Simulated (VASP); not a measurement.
**CrGa3P4 under changes of volume**

One of the cells (21.111 Å³/atom); the others are scaled copies at fixed shape and fractional positions:

```
CELL_PARAMETERS angstrom
5.52755 0.00000 0.00000
0.00000 5.52755 0.00000
0.00000 0.00000 5.52755
ATOMIC_POSITIONS crystal
Ga 0.50000 0.50000 0.00000
Ga 0.50000 0.00000 0.50000
Ga 0.00000 0.50000 0.50000
Cr 0.00000 0.00000 0.00000
P 0.75372 0.24628 0.75372
P 0.24628 0.75372 0.75372
P 0.75372 0.75372 0.24628
P 0.24628 0.24628 0.24628
```

The cell comes from a database or a generator and needn't be the stable form of this composition.

- Program: VASP 6.6.1
- Functional: PBE
- Potentials or basis: VASP PAW PBE potentials, release 64 (Ga_d, Cr_pv, P)
- Cutoff: 520 eV
- k mesh: 5 × 5 × 5
- Occupations: fermi-dirac, width 0.05 eV
- Spin: collinear spin, ferromagnetic start
- Starting moments: [0.0, 0.0, 0.0, 3.0, 0.0, 0.0, 0.0, 0.0] μB

```tsv
volume (Å³/atom)	energy over the lowest point (meV/atom)	pressure (GPa)	moment (μB per cell)	largest force (eV/Å)
19.455	16.64	5.1	2.98	0.024
19.869	5.91	3.2	2.99	0.018
20.283	0.00	1.4	3.00	0.017
21.111	0.68	-1.6	3.00	0.019
21.525	6.43	-2.9	3.00	0.022
21.939	?	?	?	?
```

Problem. What does the run at 21.939 Å³/atom give?

Solution. Energy over the lowest point 15.30 meV/atom; pressure -4.0 GPa; moment 3.00 μB per cell; largest force 0.025 eV/Å.

Worked out: A Birch-Murnaghan fit of order 3 (a polynomial in V^(-2/3)) to the other rows has its minimum at 20.65 Å³/atom with B0 = V·E''(V) = 76 GPa and B' = 4.4 at fixed shape and positions, which overstates the stiffness. It gives 15.29 meV/atom at 21.939 Å³/atom, against the run's 15.30, and -dE/dV = -4.0 GPa, against -4.0. A parabola through the other rows of the moment, of slope -0.0203 μB per Å³/atom there, extrapolates to 2.99 μB, against the run's 3.00.

Energies are extrapolated to zero smearing.

Caveats: a cell with one magnetic atom can't hold antiferromagnetic order, which such compounds often take.
